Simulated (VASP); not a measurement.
OSZICAR of a VASP run on PtSe2 (1T layered):

### OSZICAR
```
       N       E                     dE             d eps       ncg     rms          rms(c)
DAV:   1     0.114647800358E+03    0.11465E+03   -0.10219E+04  1892   0.129E+03
DAV:   2    -0.106672741616E+02   -0.12532E+03   -0.12254E+03  2399   0.237E+02
DAV:   3    -0.157772599677E+02   -0.51100E+01   -0.50725E+01  2322   0.499E+01
DAV:   4    -0.158196758024E+02   -0.42416E-01   -0.42401E-01  2245   0.495E+00
DAV:   5    -0.158205381126E+02   -0.86231E-03   -0.45999E-03  2378   0.492E-01    0.122E+01
DAV:   6    -0.152695907340E+02    0.55095E+00   -0.50586E+00  1888   0.221E+01    0.742E+00
DAV:   7    -0.150509495402E+02    0.21864E+00   -0.96987E-01  1916   0.106E+01    0.360E+00
DAV:   8    -0.150285964821E+02    0.22353E-01   -0.78564E-02  1951   0.199E+00    0.835E-01
DAV:   9    -0.150249585059E+02    0.36380E-02   -0.10295E-02  2189   0.108E+00    0.206E-01
DAV:  10    -0.150251075591E+02   -0.14905E-03   -0.14205E-03  2112   0.294E-01    0.430E-02
DAV:  11    -0.150251171109E+02   -0.95519E-05   -0.93460E-05  2392   0.988E-02    0.191E-02
DAV:  12    -0.150251248041E+02   -0.76932E-05   -0.22371E-05  2028   0.374E-02    0.426E-03
DAV:  13    -0.150251253650E+02   -0.56083E-06   -0.97850E-07  2427   0.732E-03    0.207E-03
DAV:  14    -0.150251255133E+02   -0.14839E-06   -0.28131E-07  1832   0.485E-03    0.810E-04
DAV:  15    -0.150251255753E+02   -0.61964E-07   -0.56963E-08  1623   0.188E-03
   1 F= -.15025126E+02 E0= -.15025198E+02  d E =-.150251E+02
       N       E                     dE             d eps       ncg     rms          rms(c)
DAV:   1    -0.150360562596E+02   -0.10931E-01   -0.79463E-01  1860   0.563E+00    0.457E-01
DAV:   2    -0.150364509498E+02   -0.39469E-03   -0.29092E-02  2126   0.116E+00    0.201E-01
DAV:   3    -0.150358957606E+02    0.55519E-03   -0.12198E-03  2239   0.278E-01    0.958E-02
DAV:   4    -0.150358346809E+02    0.61080E-04   -0.38684E-04  2122   0.144E-01    0.301E-02
DAV:   5    -0.150358325288E+02    0.21521E-05   -0.42624E-05  1958   0.626E-02    0.186E-02
DAV:   6    -0.150358336221E+02   -0.10932E-05   -0.75869E-06  2259   0.204E-02    0.444E-03
DAV:   7    -0.150358338123E+02   -0.19024E-06   -0.55958E-07  2210   0.558E-03    0.159E-03
DAV:   8    -0.150358338975E+02   -0.85191E-07   -0.40667E-08  1448   0.166E-03
   2 F= -.15035834E+02 E0= -.15035854E+02  d E =-.107083E-01
       N       E                     dE             d eps       ncg     rms          rms(c)
DAV:   1    -0.150432451432E+02   -0.74113E-02   -0.21419E+00  1860   0.923E+00    0.762E-01
DAV:   2    -0.150441987679E+02   -0.95362E-03   -0.78144E-02  2105   0.191E+00    0.332E-01
DAV:   3    -0.150426678564E+02    0.15309E-02   -0.33260E-03  2238   0.448E-01    0.155E-01
DAV:   4    -0.150425026097E+02    0.16525E-03   -0.10372E-03  2122   0.230E-01    0.484E-02
DAV:   5    -0.150424988782E+02    0.37315E-05   -0.10435E-04  1979   0.966E-02    0.298E-02
DAV:   6    -0.150425013671E+02   -0.24889E-05   -0.20069E-05  2203   0.335E-02    0.723E-03
DAV:   7    -0.150425018319E+02   -0.46474E-06   -0.14256E-06  2224   0.926E-03    0.261E-03
DAV:   8    -0.150425020272E+02   -0.19529E-06   -0.12660E-07  1783   0.283E-03    0.101E-03
DAV:   9    -0.150425020177E+02    0.94612E-08   -0.25574E-08  1273   0.133E-03
   3 F= -.15042502E+02 E0= -.15042490E+02  d E =-.173764E-01
       N       E                     dE             d eps       ncg     rms          rms(c)
DAV:   1    -0.150491841406E+02   -0.66821E-02   -0.28312E-01  1909   0.380E+00    0.371E-01
DAV:   2    -0.150451729495E+02    0.40112E-02   -0.12773E-02  1993   0.952E-01    0.192E-01
DAV:   3    -0.150443642980E+02    0.80865E-03   -0.21940E-03  2140   0.438E-01    0.927E-02
DAV:   4    -0.150441510115E+02    0.21329E-03   -0.73747E-04  2077   0.206E-01    0.436E-02
DAV:   5    -0.150441495327E+02    0.14788E-05   -0.65557E-05  2119   0.583E-02    0.147E-02
DAV:   6    -0.150441507370E+02   -0.12043E-05   -0.55268E-06  2301   0.180E-02    0.565E-03
DAV:   7    -0.150441510154E+02   -0.27835E-06   -0.67230E-07  2133   0.795E-03    0.182E-03
DAV:   8    -0.150441511290E+02   -0.11358E-06   -0.12928E-07  1694   0.292E-03    0.525E-04
DAV:   9    -0.150441511437E+02   -0.14736E-07   -0.21455E-08  1350   0.113E-03
   4 F= -.15044151E+02 E0= -.15044200E+02  d E =-.164913E-02
       N       E                     dE             d eps       ncg     rms          rms(c)
DAV:   1    -0.150471210558E+02   -0.29699E-02   -0.14430E-01  1909   0.271E+00    0.264E-01
DAV:   2    -0.150450766087E+02    0.20444E-02   -0.64920E-03  2000   0.679E-01    0.136E-01
DAV:   3    -0.150446660867E+02    0.41052E-03   -0.11082E-03  2161   0.310E-01    0.658E-02
DAV:   4    -0.150445601432E+02    0.10594E-03   -0.36603E-04  2056   0.145E-01    0.308E-02
DAV:   5    -0.150445594284E+02    0.71486E-06   -0.33151E-05  2133   0.413E-02    0.104E-02
DAV:   6    -0.150445600485E+02   -0.62010E-06   -0.27504E-06  2315   0.127E-02    0.399E-03
DAV:   7    -0.150445601952E+02   -0.14669E-06   -0.33485E-07  2026   0.564E-03    0.129E-03
DAV:   8    -0.150445602573E+02   -0.62128E-07   -0.65146E-08  1575   0.207E-03
   5 F= -.15044560E+02 E0= -.15044662E+02  d E =-.205824E-02
```

Which electronic solver shows in the log?

It is blocked Davidson (ALGO = Normal, or the opening steps of other solvers). The INCAR had ALGO = Normal.

Can the final energy be trusted as converged?

The run converged. It stopped with EDIFF = 1E-7, NELM = 100, NSW = 30 and EDIFFG = -0.01 after 5 ionic steps (AM05 GGA, plane waves, VASP's PBE PAW potentials (set 64)). Without a dispersion term in the relaxation, distances and binding between the weakly bound layers, chains or molecules are unreliable, and so is what depends on them.

The compound is PtSe2 in the 1T layered structure. This cell is one point of a volume scan, at 1.03 of the reference volume. Symmetry was kept, so distortions that lower it aren't found.
